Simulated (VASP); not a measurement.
A run of VASP 6.6.1:

File POSCAR:

```
ZrAl3B3N
1.0
    3.0172470000      0.0000000000      0.0000000000
   -1.5086230000      2.6130120000      0.0000000000
    0.0000000000      0.0000000000     11.4161900000
Zr Al B N
1 3 3 1
Direct
    0.6666670000      0.3333330000      0.0105530000
    0.6666670000      0.3333330000      0.3139950000
    0.0000000000      0.0000000000      0.5253830000
    0.3333330000      0.6666670000      0.7302860000
    0.0000000000      0.0000000000      0.1757430000
    0.3333330000      0.6666670000      0.1658530000
    0.0000000000      0.0000000000      0.8491690000
    0.3333330000      0.6666670000      0.4190330000
```

INCAR.step1

```
SYSTEM = ZrAl3B3N
PREC     = Accurate       ! precision mode
ENCUT    = 520            ! plane-wave cutoff, eV
EDIFF    = 1E-8           ! SCF threshold, eV
ISMEAR   = 0              ! smearing method
SIGMA    = 0.1            ! smearing width, eV
LREAL    = .FALSE.        ! projectors in reciprocal space
LASPH    = .TRUE.         ! aspherical terms in the spheres
NELM     = 100            ! most SCF steps
ALGO     = Fast           ! electronic algorithm
ISIF     = 3              ! what is computed and relaxed
LWAVE    = .FALSE.        ! write WAVECAR
LCHARG   = .FALSE.        ! write CHGCAR
GGA      = PE             ! functional
KPAR     = 4            
IBRION   = 2              ! ionic algorithm
NSW      = 40             ! ionic steps
EDIFFG   = -0.002         ! ionic threshold
```

INCAR.step2

```
SYSTEM = ZrAl3B3N
PREC     = Accurate       ! precision mode
ENCUT    = 520            ! plane-wave cutoff, eV
EDIFF    = 1E-8           ! SCF threshold, eV
ISMEAR   = 0              ! smearing method
SIGMA    = 0.1            ! smearing width, eV
LREAL    = .FALSE.        ! projectors in reciprocal space
LASPH    = .TRUE.         ! aspherical terms in the spheres
NELM     = 100            ! most SCF steps
ALGO     = Fast           ! electronic algorithm
ISIF     = 2              ! what is computed and relaxed
LWAVE    = .FALSE.        ! write WAVECAR
LCHARG   = .FALSE.        ! write CHGCAR
GGA      = PE             ! functional
KPAR     = 4            
IBRION   = 6              ! ionic algorithm
NFREE    = 2            
POTIM    = 0.015          ! step
NSW      = 1              ! ionic steps
```

KPOINTS

```
regular mesh
0
G
  12 12 4
  0 0 0
```

Potentials or basis: VASP PAW PBE potentials, release 64 (Zr_sv, Al, B, N).

Launch:

```sh
$ cat potpaw_PBE.64/Zr_sv/POTCAR potpaw_PBE.64/Al/POTCAR potpaw_PBE.64/B/POTCAR potpaw_PBE.64/N/POTCAR > POTCAR
$ cp INCAR.step1 INCAR
$ mpirun -np 4 vasp_std > vasp.out
$ cp CONTCAR POSCAR
$ cp INCAR.step2 INCAR
$ mpirun -np 4 vasp_std > vasp.out
```

Hardware: 4 MPI ranks on AMD EPYC 9R45 96-Core Processor (Zen 5), on a shared host.

How long does it take, and how much memory?

It took 44 min on 4 MPI ranks on AMD EPYC 9R45 96-Core Processor (Zen 5), on a shared host, peak memory 0.98 GiB a rank. Counts: scf iterations 673, k points 69, ion steps 4.
